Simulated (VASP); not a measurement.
ZrAs (relaxed from the zinc blende structure, space group F-43m): computed properties

Method: r2SCAN meta-GGA, VASP's PBE PAW potentials (set 64) (plane waves; VASP).

* **space group**: F-43m (216)
* **cell**: a = 6.037 Å, b = 6.037 Å, c = 6.037 Å, α = 90.00°, β = 90.00°, γ = 90.00°
* **volume per atom**: 27.50 Å^3/atom
* **band gap (over mesh and band path)**: none (metal, semimetal or under 0.01 eV)
* **density**: 5.02 g/cm³

```yaml
crystal:
  lattice:
    - [0.00000, 3.01827, 3.01827]
    - [3.01827, 0.00000, 3.01827]
    - [3.01827, 3.01827, 0.00000]
  atoms:
    - { symbol: Zr, position: [0.00000, 0.00000, 0.00000] }
    - { symbol: As, position: [0.25000, 0.25000, 0.25000] }
```

The structure was generated: ZrAs was put into the zinc blende type (F-43m), which need not be its known phase. It was relaxed first, which changed the volume by -30 %. Symmetry was kept, so distortions that lower it aren't found. The electron count is odd and the run is not spin-polarised, which forces a metal.
